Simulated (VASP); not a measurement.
OSZICAR of a VASP run on HfN (rock salt):

**OSZICAR**
```
       N       E                     dE             d eps       ncg     rms          rms(c)
DAV:   1     0.435226006137E+02    0.43523E+02   -0.82793E+03  2288   0.128E+03
DAV:   2    -0.195396649318E+02   -0.63062E+02   -0.59606E+02  3155   0.256E+02
DAV:   3    -0.218073069489E+02   -0.22676E+01   -0.22416E+01  2932   0.421E+01
DAV:   4    -0.218268261961E+02   -0.19519E-01   -0.19421E-01  2779   0.382E+00
DAV:   5    -0.218271175595E+02   -0.29136E-03   -0.29117E-03  3018   0.347E-01    0.493E+01
DAV:   6    -0.188665470922E+02    0.29606E+01   -0.16065E+01  2672   0.284E+01    0.414E+01
DAV:   7    -0.188035220023E+02    0.63025E-01   -0.73034E-01  2603   0.768E+00    0.267E+01
DAV:   8    -0.187915161723E+02    0.12006E-01   -0.14603E-01  2688   0.354E+00    0.647E+00
DAV:   9    -0.187798211847E+02    0.11695E-01   -0.68218E-02  2697   0.180E+00    0.157E+00
DAV:  10    -0.187793730623E+02    0.44812E-03   -0.22212E-03  2706   0.439E-01    0.413E-01
DAV:  11    -0.187793715933E+02    0.14690E-05   -0.31493E-04  2839   0.152E-01    0.600E-02
DAV:  12    -0.187793683532E+02    0.32401E-05   -0.15535E-05  2794   0.386E-02    0.471E-02
DAV:  13    -0.187793680473E+02    0.30591E-06   -0.98316E-07  2804   0.101E-02    0.282E-03
DAV:  14    -0.187793680320E+02    0.15384E-07   -0.38574E-08  1438   0.172E-03
   1 F= -.18779368E+02 E0= -.18779190E+02  d E =-.534446E-03
```

Problem. Which electronic solver shows in the log?

Solution. It is blocked Davidson (ALGO = Normal, or the opening steps of other solvers). The INCAR had ALGO = Normal.

Problem. Can the final energy be trusted as converged?

Solution. The run converged. It stopped with EDIFF = 1E-7, NELM = 100 (rev-vdW-DF2, plane waves, VASP's PBE PAW potentials (set 64)).

The compound is HfN in the rock salt structure. It was relaxed first. The electron count is odd and the run is not spin-polarised, which forces a metal.
